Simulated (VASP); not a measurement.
```
Be4S3Se
1.0
    0.00051     4.91529     4.91337
    4.91529     0.00051     4.91337
    2.45790     2.45790     0.00000
Be Se S
4 1 3
Direct
  0.99240   0.99240   0.01520
  0.99570   0.51137   0.99293
  0.51137   0.99570   0.99293
  0.50047   0.50047   0.99907
  0.12516   0.12516   0.24967
  0.12492   0.62493   0.25015
  0.62493   0.12492   0.25015
  0.62505   0.62505   0.24990
```

Calculation: PBEsol GGA, VASP's PBE PAW potentials (set 64) (plane waves; VASP). Numerical set-up: 400 eV cut-off, 5×5×9 Γ-centred mesh, tetrahedra with Blöchl corrections, potentials Be Se S.

Predict the energy per atom (σ→0).

* **energy per atom (σ→0)**: -5.129 eV/atom

The structure was generated: Be4S3Se was put into an ordered model structure (Amm2), which need not be its known phase. It was relaxed first.
